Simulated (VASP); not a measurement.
Here is the system:

```yaml
crystal:
  lattice:
    - [0.00000, 2.51754, 2.51754]
    - [2.51754, 0.00000, 2.51754]
    - [2.51754, 2.51754, 0.00000]
  atoms:
    - { symbol: Li, position: [0.00000, 0.00000, 0.00000] }
    - { symbol: Cl, position: [0.50000, 0.50000, 0.50000] }
```

Computed with PBE0 hybrid, VASP's PBE PAW potentials (set 64) (plane waves; VASP 6.6.1). Numerical set-up: 520 eV cut-off, 6×6×6 Γ-centred mesh, Gaussian smearing of 0.050 eV, potentials Li_sv Cl.

Question: Predict the energy per atom (σ→0), pressure, band gap (on the k-mesh) with the smallest direct gap where there is one.

Answer: 
```
Item                                         Result
-----------------------------------  --------------
band gap (on the k-mesh)                    8.81 eV
smallest direct gap (on the k-mesh)         8.81 eV
energy per atom (σ→0)                -4.486 eV/atom
pressure                                   1.56 GPa
```

Total energies compare only between runs with the same potentials, cut-off and functional.

The compound is LiCl in the rock salt structure. This cell is one point of a volume scan, at 0.94 of the reference volume. The cell's shape comes from a PBE relaxation.
